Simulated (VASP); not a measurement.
# Ba2Zn (space group I4/mmm): computed properties

Computed with PBEsol GGA, VASP's PBE PAW potentials (set 64) (plane waves; VASP).

```json
{
  "space_group": "I4/mmm (139)",
  "cell": "a = b = 4.073 Å, c = 14.658 Å, α = β = γ = 90.00°",
  "volume_per_atom": "40.53 Å³/atom",
  "band gap (over mesh and band path)": "none (metal, semimetal or under 0.01 eV)",
  "density": "4.64 g/cm³"
}
```

```cif
data_Ba4Zn2
_chemical_formula_sum 'Ba4 Zn2'
_space_group_name_H-M_alt 'I4/mmm'
_space_group_IT_number 139
_space_group_name_Hall '-I 4 2'
_cell_length_a 4.07336
_cell_length_b 4.07336
_cell_length_c 14.65801
_cell_angle_alpha 90.000
_cell_angle_beta 90.000
_cell_angle_gamma 90.000
loop_
_atom_site_label
_atom_site_type_symbol
_atom_site_symmetry_multiplicity
_atom_site_Wyckoff_symbol
_atom_site_fract_x
_atom_site_fract_y
_atom_site_fract_z
_atom_site_occupancy
Ba1 Ba 4 e 0.00000 0.00000 0.37264 1
Zn1 Zn 2 a 0.00000 0.00000 0.00000 1
```
(The calculation used a cell of 3 atoms; values per cell refer to that cell.)

Unless said otherwise, spin-orbit coupling is left out, though it shifts the bands of the heavy elements here.

The structure comes from a computed database's Ba2Zn entry (I4/mmm); how it stands against other phases isn't given here. It was relaxed first, which changed the volume by -7 %. Symmetry was kept, so distortions that lower it aren't found.
